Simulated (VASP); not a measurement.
A convergence study with VASP on Ag (fcc): one setting is varied, all else stays as given below, so the limit is that of these other settings.

```yaml
crystal:
  lattice:
    - [0.00000, 2.04500, 2.04500]
    - [2.04500, 0.00000, 2.04500]
    - [2.04500, 2.04500, 0.00000]
  atoms:
    - { symbol: Ag, position: [0.00000, 0.00000, 0.00000] }
```

The numbers are results of PBE GGA, VASP's PBE PAW potentials (set 64) (plane waves; VASP), not measurements. The tightest run used: 550 eV cut-off, 25×25×25 Γ-centred mesh, first-order Methfessel-Paxton smearing of 0.10 eV, potentials Ag.

| setting | E (eV/atom) | pressure (GPa) | irreducible k-points |
|---|---|---|---|
| 1×1×1 mesh | -10.3275 | -74.16 | 1 |
| 2×2×2 mesh | -0.6990 | 27.43 | 3 |
| 3×3×3 mesh | -3.0289 | 0.92 | 4 |
| 4×4×4 mesh | -2.5234 | 5.15 | 8 |
| 5×5×5 mesh | -2.8277 | 3.23 | 10 |
| 6×6×6 mesh | -2.6369 | 4.85 | 16 |
| 7×7×7 mesh | -2.7588 | 3.73 | 20 |
| 8×8×8 mesh | -2.6774 | 4.68 | 29 |
| 9×9×9 mesh | -2.7268 | 3.92 | 35 |
| 10×10×10 mesh | -2.6939 | 4.48 | 47 |

These are the cheaper rows. Estimate the results at 25×25×25 mesh, and how far the last row shown lies from them.

```json
[
 {"quantity": "E (eV/atom)", "tightest run": "-2.7068", "last row shown is off by": "0.0129"},
 {"quantity": "pressure (GPa)", "tightest run": "4.13", "last row shown is off by": "0.35"}
]
```

Left out are rungs that failed or repeat a setting and relaxations that didn't move; long series are thinned to 24 rows.

The compound is Ag in the fcc structure. The cell was not relaxed at this level.
